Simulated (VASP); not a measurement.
```xyz
17
Lattice="6.4596 0.0000 0.0000 3.2298 5.5942 0.0000 0.0000 0.0000 21.8588" Properties=species:S:1:pos:R:3 pbc="T T T"
Zr     6.4662     1.8543     7.1919
Zr     3.2233     1.8543     7.1919
Zr     8.0746     4.6704     7.1812
Zr     4.8447     4.6806     7.1778
Zr     3.2424     5.5832     9.6045
Zr     6.4471     5.5832     9.6045
Zr     1.6149     2.7932     9.6064
Zr     4.8447     2.7894     9.6001
Zr     6.4875     1.8661    12.3101
Zr     3.2020     1.8661    12.3101
Zr     8.0746     4.6849    12.2103
Zr     4.8447     4.6705    12.3127
Zr     3.2250     5.5731    14.7452
Zr     6.4645     5.5731    14.7452
Zr     8.0746     2.8989    14.7052
Zr     4.8447     2.7952    14.7411
H      4.8447     5.5294    16.0025
```

Calculation: PBE GGA, VASP's PBE PAW potentials (set 64) (plane waves; VASP 6.6.1). Run with PREC = Normal, EDIFF = 1E-5, 400 eV cut-off, 5×5×1 Γ-centred mesh, first-order Methfessel-Paxton smearing of 0.10 eV, potentials Zr_sv H.

Question: The ions are relaxed. Give the cell that the relaxation ends in.

Answer: 
```xyz
17
Lattice="6.4596 0.0000 0.0000 3.2298 5.5942 0.0000 0.0000 0.0000 21.8588" Properties=species:S:1:pos:R:3 pbc="T T T"
Zr     6.4353     1.9139     7.1900
Zr     3.2542     1.9139     7.1900
Zr     8.0746     4.7071     7.1961
Zr     4.8447     4.6813     7.1807
Zr     6.4683     0.0203     9.6116
Zr     3.2212     0.0203     9.6116
Zr     8.0746     2.8069     9.5864
Zr     4.8447     2.8194     9.6244
Zr     6.4311     1.9372    12.2831
Zr     3.2583     1.9372    12.2831
Zr     8.0746     4.7816    12.2945
Zr     4.8447     4.7653    12.3080
Zr     0.0466     0.0400    14.7928
Zr     3.1833     0.0400    14.7928
Zr     8.0746     2.8590    14.6279
Zr     4.8447     2.9209    14.7792
H      4.8447     4.7245    15.8882
```

Question: How much energy does the relaxation gain?

Answer: The energy (σ→0) changes by -16.9 meV/atom, in 43 ionic steps.

| step | E(σ→0) (eV) | max force (eV/Å) | pressure (GPa) | volume (Å³) |
|---|---|---|---|---|
| 1 | -133.1892 | 0.101 | -0.47 | 789.90 |
| 2 | -133.1913 | 0.107 | -0.47 | 789.90 |
| 3 | -133.1941 | 0.130 | -0.47 | 789.90 |
| 4 | -133.1960 | 0.138 | -0.47 | 789.90 |
| 5 | -133.2017 | 0.166 | -0.48 | 789.90 |
| 6 | -133.2123 | 0.232 | -0.50 | 789.90 |
| 7 | -133.2316 | 0.373 | -0.54 | 789.90 |
| 8 | -133.2505 | 0.668 | -0.58 | 789.90 |
| 9 | -133.2509 | 0.564 | -0.58 | 789.90 |
| 10 | -133.2516 | 0.618 | -0.58 | 789.90 |
| 11 | -133.2522 | 0.619 | -0.57 | 789.90 |
| 12 | -133.2539 | 0.626 | -0.58 | 789.90 |
| 13 | -133.2570 | 0.640 | -0.58 | 789.90 |
| 14 | -133.2612 | 0.666 | -0.59 | 789.90 |
| 15 | -133.2564 | 0.714 | -0.58 | 789.90 |
| 16 | -133.2619 | 0.676 | -0.59 | 789.90 |
| 17 | -133.2665 | 0.660 | -0.59 | 789.90 |
| 18 | -133.2796 | 0.603 | -0.60 | 789.90 |
| 19 | -133.3033 | 0.500 | -0.62 | 789.90 |
| 20 | -133.3397 | 0.319 | -0.65 | 789.90 |
| 21 | -133.3666 | 0.407 | -0.68 | 789.90 |
| 22 | -133.3803 | 0.374 | -0.69 | 789.90 |
| 23 | -133.4108 | 0.281 | -0.71 | 789.90 |
| 24 | -133.4250 | 0.333 | -0.74 | 789.90 |
| 25 | -133.4271 | 0.271 | -0.73 | 789.90 |

The cell is a thin slab with vacuum, built from Zr (hcp): (001) face, H adsorbed.
